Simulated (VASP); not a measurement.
These are PBE GGA, VASP's PBE PAW potentials (set 64) (plane waves; VASP) values and carry that method's errors.

VASP ran on this input.

File KPOINTS:
```
K-points
0
Gamma
 5 6 1
0 0 0
```

POSCAR:
```
Ta16H
1.0
  6.6175636835   0.0000000000   0.0000000000
  3.3087818417   4.6793244003   0.0000000000
  0.0000000000   0.0000000000  21.0562423975
Ta H
16 1
Cart
 -0.0000000000   2.3396622001   7.0186351659
  3.3087818417   2.3396622001   7.0186351659
  1.6543909208   4.6793244003   7.0186351659
  4.9631727626   4.6793244003   7.0186351659
  0.0000000000   0.0000000000   9.3582995399
  3.3087818418   0.0000000000   9.3582995399
  1.6543909209   2.3396622001   9.3582995399
  4.9631727626   2.3396622001   9.3582995399
 -0.0000000000   2.3396622001  11.6979428576
  3.3087818417   2.3396622001  11.6979428576
  1.6543909208   4.6793244003  11.6979428576
  4.9631727626   4.6793244003  11.6979428576
  0.0000000000   0.0000000000  14.0376072316
  3.3087818418   0.0000000000  14.0376072316
  1.6543909209   2.3396622001  14.0376072316
  4.9631727626   2.3396622001  14.0376072316
  1.6543909209   0.5849155500  15.2468251200
```

**INCAR**
```
DIPOL = 0.5 0.5 0.5
SIGMA = 0.1
GGA = PE   # PBE
LWAVE = .True.
ALGO = Normal   # blocked Davidson
ISIF = 2   # forces and stress, cell fixed
PREC = Normal
SYSTEM = Ta16H
EDIFF = 1E-5   # SCF stop (eV)
NELMIN = 4
ENCUT = 400
LCHARG = .False.
EDIFFG = -0.03   # ionic stop
NELM = 100
LMAXMIX = 6   # l cut-off of mixed one-centre charges
NSW = 50   # most ionic steps
LDIPOL = .True.
ISMEAR = 1   # Methfessel-Paxton
IDIPOL = 3
LREAL = .False.   # projection in real space or not
LASPH = .True.   # aspherical one-centre terms
IBRION = 2   # conjugate gradients
```

POTCAR, in this order: Ta H (PBE.64 set). Program: vasp_std.

Problem. What will the output report for the number of irreducible k-points (NKPTS), largest plane-wave count, number of space-group operations, FFT grid (NGX, NGY, NGZ)?

Solution. 
```yaml
number of irreducible k-points (NKPTS): 16
largest_plane_wave_count: 11893
number_of_space_group_operations: 2
FFT grid (NGX, NGY, NGZ): 32 × 28 × 108
```

The cell is a thin slab with vacuum, built from Ta (bcc): (110) face, H adsorbed.
